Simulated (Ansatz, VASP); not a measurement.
# Two plane-wave programs on CdBr

File POSCAR:

```
CdBr
1.0
    0.0000000000      3.0723910300      3.0723910300
    3.0723910300      0.0000000000      3.0723910300
    3.0723910300      3.0723910300      0.0000000000
Cd Br
1 1
Direct
    0.0000000000      0.0000000000      0.0000000000
    0.5000000000      0.5000000000      0.5000000000
```

The input INCAR.step1:

```
PREC = Accurate
ENCUT = 520
EDIFF = 1E-5
ISMEAR = -1
SIGMA = 0.05
LREAL = False
LASPH = True
NELM = 100
ALGO = Normal
ISIF = 2
LWAVE = True
LCHARG = False
NBANDS = 16
GGA = PE
```

INCAR.step2

```
PREC = Accurate
ENCUT = 520
EDIFF = 1E-6
ISMEAR = -1
SIGMA = 0.05
LREAL = False
LASPH = True
NELM = 100
ALGO = Normal
ISIF = 2
LWAVE = False
LCHARG = False
GGA = PE
LHFCALC = True
HFSCREEN = 0.2
AEXX = 0.4
PRECFOCK = Fast
NBANDS = 16
ISTART = 1
```

File KPOINTS:

```
regular mesh
0
Gamma
  4 4 4
```

File input.yaml:

```yaml
crystal:
  lattice:
    - [0.0, 3.07239103, 3.07239103]
    - [3.07239103, 0.0, 3.07239103]
    - [3.07239103, 3.07239103, 0.0]
  atoms:
    - { symbol: Cd, position: [0.0, 0.0, 0.0] }
    - { symbol: Br, position: [0.5, 0.5, 0.5] }
hamiltonian:
  xc: { exchange: pbe, correlation: pbe, exx: { coeff: 0.4, omega: 0.2 } }
  pseudopotentials: { kind: paw }
kpoints:
  mp_grid: { grid: [4, 4, 4] }
scf:
  occupations: { method: fermi_dirac, width: 0.05 }
output:
  forces: true
  stress: true
  eigenvalues: true
  write_density: true
  write_potential: true
  elf: true
  volumetric_format: npy
```

The cell was built by a generator and needn't be a form met in nature.

Alike in both runs: task single point; functional HSE(alpha, omega); k mesh 4 × 4 × 4; occupations fermi-dirac, width 0.05 eV; no spin polarisation.

```csv
,VASP,Ansatz
version,VASP 6.6.1,Ansatz 0.2.0
potentials or method,"VASP PAW PBE potentials, release 64 (Cd, Br)",Ansatz PAW
plane-wave cutoff (eV),520,420
valence electrons in the cell,19,27
```

```csv
,VASP,Ansatz,Ansatz less VASP
gap on the k mesh at the Fermi level (eV),none,none,-
pressure (GPa),0.8,0.8,-0.04
```

A gap of «none» marks a metal or a gap that the smearing closes. With one functional, cell and mesh, what is left measures potentials, basis and numerics. The two sets of potentials don't hold the same shells in valence.

Caveats: the k mesh is coarse (spacing up to 0.44 Å⁻¹), so the values aren't converged, least of all with exact exchange; an odd number of electrons without spin polarisation forces a metal; a magnetic or distorted state may lie lower; the PAW data sets were made with another functional, which shifts forces and pressure a little (VASP); the PAW data sets come from PBE, with cores solved anew for the run's functional, which leaves a small shift of forces and pressure (Ansatz); the thresholds are loose for stress (Ansatz).
